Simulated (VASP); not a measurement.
RuP (relaxed from the CsCl type structure, space group Pm-3m): computed properties

Computed with LDA (Ceperley-Alder, Perdew-Zunger), VASP's LDA PAW potentials (set 64) (plane waves; VASP).

| Quantity | Result |
|---|---|
| space group | Pm-3m (221) |
| cell | a = b = c = 2.902 Å, α = β = γ = 90.00° |
| volume per atom | 12.22 Å^3/atom |
| band gap (over mesh and band path) | none (metal, semimetal or under 0.01 eV) |
| density | 8.97 g/cm³ |

RuP has the cubic space group Pm-3m (No. 221), the CsCl type structure, Pearson symbol cP2. Conventional cell: a = 2.902 Å, b = 2.902 Å, c = 2.902 Å, α = 90.00°, β = 90.00°, γ = 90.00°. Ru on 1a is surrounded by 8 P at 2.513 Å and 6 Ru at 2.902 Å. P on 1b is surrounded by 8 Ru at 2.513 Å (cubic). (Neighbours: up to the widest gap in distance over summed covalent radii, below 1.35, at either atom; cation-cation and far metal-metal contacts left out.)

The structure was generated: RuP was put into the CsCl type type (Pm-3m), which need not be its known phase. It was relaxed first, which changed the volume by -31 %. Symmetry was kept, so distortions that lower it aren't found. The electron count is odd and the run is not spin-polarised, which forces a metal.
